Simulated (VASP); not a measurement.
OSZICAR of a VASP run on WS2 (2H layered):

### OSZICAR
```
       N       E                     dE             d eps       ncg     rms          rms(c)
DAV:   1     0.532793548754E+03    0.53279E+03   -0.29056E+04  1104   0.168E+03
DAV:   2    -0.546626195556E+01   -0.53826E+03   -0.52639E+03  1186   0.450E+02
DAV:   3    -0.377596239172E+02   -0.32293E+02   -0.31814E+02  1276   0.100E+02
DAV:   4    -0.385642425827E+02   -0.80462E+00   -0.80241E+00  1225   0.162E+01
DAV:   5    -0.385866383970E+02   -0.22396E-01   -0.22389E-01  1240   0.270E+00    0.387E+01
DAV:   6    -0.363462233783E+02    0.22404E+01   -0.13373E+01  1167   0.212E+01    0.173E+01
DAV:   7    -0.361322151650E+02    0.21401E+00   -0.37123E+00  1129   0.902E+00    0.652E+00
DAV:   8    -0.360176353892E+02    0.11458E+00   -0.59307E-01  1292   0.459E+00    0.212E+00
DAV:   9    -0.360203657273E+02   -0.27303E-02   -0.65914E-02  1363   0.129E+00    0.112E+00
DAV:  10    -0.360180891318E+02    0.22766E-02   -0.35171E-02  1229   0.115E+00    0.339E-01
DAV:  11    -0.360176569805E+02    0.43215E-03   -0.56730E-03  1194   0.458E-01    0.139E-01
DAV:  12    -0.360176126899E+02    0.44291E-04   -0.23108E-04  1249   0.997E-02    0.656E-02
DAV:  13    -0.360176147956E+02   -0.21057E-05   -0.11580E-04  1221   0.584E-02    0.217E-02
DAV:  14    -0.360176143852E+02    0.41039E-06   -0.54972E-06  1113   0.148E-02
   1 F= -.36017614E+02 E0= -.36017614E+02  d E =-.360176E+02
       N       E                     dE             d eps       ncg     rms          rms(c)
DAV:   1    -0.369960673776E+02   -0.97845E+00   -0.28450E+01  1055   0.475E+01    0.123E+01
DAV:   2    -0.361771143161E+02    0.81895E+00   -0.47876E+00  1159   0.146E+01    0.432E+00
DAV:   3    -0.359802738084E+02    0.19684E+00   -0.12187E+00  1196   0.459E+00    0.196E+00
DAV:   4    -0.359358201833E+02    0.44454E-01   -0.17096E-01  1203   0.267E+00    0.728E-01
DAV:   5    -0.359335842200E+02    0.22360E-02   -0.28625E-02  1319   0.994E-01    0.803E-01
DAV:   6    -0.359328654407E+02    0.71878E-03   -0.56225E-03  1253   0.450E-01    0.180E-01
DAV:   7    -0.359323053720E+02    0.56007E-03   -0.25943E-03  1153   0.339E-01    0.141E-01
DAV:   8    -0.359323121438E+02   -0.67718E-05   -0.11302E-04  1284   0.749E-02    0.958E-02
DAV:   9    -0.359323159667E+02   -0.38229E-05   -0.12684E-05  1162   0.208E-02    0.549E-02
DAV:  10    -0.359323117718E+02    0.41949E-05   -0.12860E-05  1225   0.261E-02    0.635E-03
DAV:  11    -0.359323116971E+02    0.74709E-07   -0.46286E-07   762   0.450E-03
   2 F= -.35932312E+02 E0= -.35932312E+02  d E =0.853027E-01
       N       E                     dE             d eps       ncg     rms          rms(c)
DAV:   1    -0.365296192161E+02   -0.59731E+00   -0.13253E+01  1055   0.314E+01    0.911E+00
DAV:   2    -0.361393586260E+02    0.39026E+00   -0.17960E+00  1128   0.936E+00    0.280E+00
DAV:   3    -0.360542225351E+02    0.85136E-01   -0.34324E-01  1174   0.277E+00    0.110E+00
DAV:   4    -0.360412218015E+02    0.13001E-01   -0.51713E-02  1149   0.146E+00    0.686E-01
DAV:   5    -0.360400066110E+02    0.12152E-02   -0.90406E-03  1290   0.600E-01    0.567E-01
DAV:   6    -0.360394129309E+02    0.59368E-03   -0.36148E-03  1214   0.318E-01    0.120E-01
DAV:   7    -0.360392816294E+02    0.13130E-03   -0.11429E-03  1125   0.237E-01    0.629E-02
DAV:   8    -0.360392819967E+02   -0.36733E-06   -0.41091E-05  1219   0.487E-02    0.516E-02
DAV:   9    -0.360392810844E+02    0.91232E-06   -0.38081E-06   919   0.150E-02
   3 F= -.36039281E+02 E0= -.36039281E+02  d E =-.216667E-01
       N       E                     dE             d eps       ncg     rms          rms(c)
DAV:   1    -0.360455104648E+02   -0.62285E-02   -0.19321E-01  1020   0.330E+00    0.594E-01
DAV:   2    -0.360415305367E+02    0.39799E-02   -0.13630E-02  1171   0.751E-01    0.196E-01
DAV:   3    -0.360405810222E+02    0.94951E-03   -0.23417E-03  1177   0.303E-01    0.132E-01
DAV:   4    -0.360404722216E+02    0.10880E-03   -0.14062E-04  1215   0.727E-02    0.841E-02
DAV:   5    -0.360404144409E+02    0.57781E-04   -0.15628E-04  1114   0.730E-02    0.312E-02
DAV:   6    -0.360404143605E+02    0.80437E-07   -0.97294E-06  1275   0.209E-02
   4 F= -.36040414E+02 E0= -.36040414E+02  d E =-.113328E-02
       N       E                     dE             d eps       ncg     rms          rms(c)
DAV:   1    -0.360404147496E+02   -0.30863E-06   -0.18524E-05  1132   0.335E-02    0.888E-03
DAV:   2    -0.360404145709E+02    0.17868E-06   -0.95555E-07   720   0.777E-03
   5 F= -.36040415E+02 E0= -.36040415E+02  d E =-.113349E-02
       N       E                     dE             d eps       ncg     rms          rms(c)
DAV:   1    -0.360404219469E+02   -0.71973E-05   -0.25350E-04  1055   0.119E-01    0.214E-02
DAV:   2    -0.360404161942E+02    0.57526E-05   -0.17897E-05  1136   0.274E-02    0.699E-03
DAV:   3    -0.360404149355E+02    0.12588E-05   -0.29017E-06   842   0.110E-02    0.481E-03
DAV:   4    -0.360404149227E+02    0.12786E-07   -0.41068E-07   601   0.424E-03
   6 F= -.36040415E+02 E0= -.36040415E+02  d E =-.113384E-02
       N       E                     dE             d eps       ncg     rms          rms(c)
DAV:   1    -0.360405399559E+02   -0.12502E-03   -0.10656E-02  1013   0.603E-01    0.148E-01
DAV:   2    -0.360405182069E+02    0.21749E-04   -0.59932E-04  1098   0.139E-01    0.515E-02
DAV:   3    -0.360405021336E+02    0.16073E-04   -0.36963E-05  1153   0.377E-02    0.191E-02
DAV:   4    -0.360405008037E+02    0.13299E-05   -0.11997E-05  1205   0.210E-02    0.496E-03
DAV:   5    -0.360405009115E+02   -0.10779E-06   -0.90683E-07   622   0.714E-03
   7 F= -.36040501E+02 E0= -.36040501E+02  d E =-.859888E-04
       N       E                     dE             d eps       ncg     rms          rms(c)
DAV:   1    -0.360405048307E+02   -0.40270E-05   -0.44316E-04  1020   0.123E-01    0.304E-02
DAV:   2    -0.360405040889E+02    0.74179E-06   -0.24790E-05  1084   0.283E-02    0.104E-02
DAV:   3    -0.360405035434E+02    0.54555E-06   -0.14009E-06   566   0.771E-03
   8 F= -.36040504E+02 E0= -.36040504E+02  d E =-.886207E-04
       N       E                     dE             d eps       ncg     rms          rms(c)
DAV:   1    -0.360406169576E+02   -0.11287E-03   -0.26808E-03  1006   0.350E-01    0.610E-02
DAV:   2    -0.360405663147E+02    0.50643E-04   -0.39829E-04  1137   0.129E-01    0.391E-02
DAV:   3    -0.360405591509E+02    0.71638E-05   -0.21099E-05  1061   0.250E-02    0.161E-02
DAV:   4    -0.360405556621E+02    0.34888E-05   -0.10940E-05  1041   0.149E-02    0.679E-03
DAV:   5    -0.360405550914E+02    0.57068E-06   -0.94896E-07   650   0.740E-03
   9 F= -.36040555E+02 E0= -.36040555E+02  d E =-.515480E-04
       N       E                     dE             d eps       ncg     rms          rms(c)
DAV:   1    -0.360412459478E+02   -0.69029E-03   -0.24169E-02   992   0.105E+00    0.182E-01
DAV:   2    -0.360407958795E+02    0.45007E-03   -0.35280E-03  1137   0.384E-01    0.116E-01
DAV:   3    -0.360407311344E+02    0.64745E-04   -0.18511E-04  1175   0.745E-02    0.489E-02
DAV:   4    -0.360406986198E+02    0.32515E-04   -0.10012E-04  1177   0.439E-02    0.203E-02
DAV:   5    -0.360406950964E+02    0.35234E-05   -0.10062E-05  1280   0.208E-02    0.151E-02
DAV:   6    -0.360406939518E+02    0.11446E-05   -0.23360E-06   735   0.917E-03    0.395E-03
DAV:   7    -0.360406937611E+02    0.19071E-06   -0.69661E-07   538   0.501E-03
  10 F= -.36040694E+02 E0= -.36040694E+02  d E =-.190218E-03
       N       E                     dE             d eps       ncg     rms          rms(c)
DAV:   1    -0.360430660327E+02   -0.23721E-02   -0.96664E-02  1000   0.209E+00    0.366E-01
DAV:   2    -0.360412641212E+02    0.18019E-02   -0.14322E-02  1131   0.772E-01    0.233E-01
DAV:   3    -0.360409987887E+02    0.26533E-03   -0.76797E-04  1169   0.151E-01    0.968E-02
DAV:   4    -0.360408689437E+02    0.12984E-03   -0.39529E-04  1162   0.882E-02    0.410E-02
DAV:   5    -0.360408574952E+02    0.11449E-04   -0.36485E-05  1297   0.397E-02    0.298E-02
DAV:   6    -0.360408548750E+02    0.26201E-05   -0.96723E-06  1134   0.177E-02    0.719E-03
DAV:   7    -0.360408542588E+02    0.61625E-06   -0.26083E-06   827   0.953E-03
  11 F= -.36040854E+02 E0= -.36040854E+02  d E =-.350715E-03
```

Question: Which electronic solver shows in the log?

Answer: It is blocked Davidson (ALGO = Normal, or the opening steps of other solvers). The INCAR had ALGO = Normal.

Question: Can the final energy be trusted as converged?

Answer: Self-consistency was reached. It stopped with EDIFF = 1E-6, NELM = 100, NSW = 60 and EDIFFG = -0.02 after 11 ionic steps (optB86b-vdW, plane waves, VASP's PBE PAW potentials (set 64)). Energy and stress use the plane-wave basis of the starting cell.

The compound is WS2 in the 2H layered structure. This run relaxes it. Symmetry was kept, so distortions that lower it aren't found.
